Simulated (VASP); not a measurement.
The system is Nb3B5.

```
Nb B
1.0
     4.79331    0.00000    0.00000
    -2.39665    4.15112    0.00000
     0.00000    0.00000    5.14460
Nb B
3 5
Direct
  0.50000 0.00000 0.50000
  0.00000 0.50000 0.50000
  0.50000 0.50000 0.50000
  0.50000 0.00000 0.00000
  0.00000 0.50000 0.00000
  0.50000 0.50000 0.00000
  0.00000 0.00000 0.68904
  0.00000 0.00000 0.31096
```

The cell was built by a generator and needn't be a form met in nature.

- Program: VASP 6.6.1
- Task: relaxation of cell and atoms
- Functional: PBE
- Potentials or basis: VASP PAW PBE potentials, release 64 (Nb_sv, B)
- Cutoff: 520 eV
- k mesh: 4 × 4 × 4
- Occupations: gaussian, width 0.15 eV
- Spin: no spin polarisation

At the start: pressure 1.5 GPa; volume 12.80 Å³/atom.

**Question.** How do energy, volume and symmetry change on relaxing?

**Answer.** Over 8 steps the energy falls by 315.6 meV/atom and the volume is 12.91 Å³/atom (+0.9 %); space group P6/mmm (No. 191, to 0.05 Å).

The path:
```
step  energy change (eV)  largest force (eV/Å)  pressure (GPa)  volume (Å³)
   1              0.0000                1.5806            1.51       102.37
   2             -2.4544                1.2057            1.47       103.09
   3             -2.4550                1.2542            1.51       103.09
   4             -2.5120                0.2558           -2.33       104.96
   5             -2.5186                0.0757           -1.36       104.45
   6             -2.5235                0.1064            0.56       103.04
   7             -2.5247                0.0946            0.02       103.47
   8             -2.5252                0.0319            0.01       103.31
```

Final structure:
```
Nb B
1.0
     5.13266    0.00000    0.00000
    -2.56633    4.44502    0.00000
     0.00000    0.00000    4.52835
Nb B
3 5
Direct
  0.50000 0.00000 0.50000
  0.00000 0.50000 0.50000
  0.50000 0.50000 0.50000
  0.50000 0.00000 0.00000
  0.00000 0.50000 0.00000
  0.50000 0.50000 0.00000
  0.00000 0.00000 0.68574
  0.00000 0.00000 0.31426
```

Caveat: the k mesh is coarse (spacing up to 0.38 Å⁻¹), so the values aren't converged.
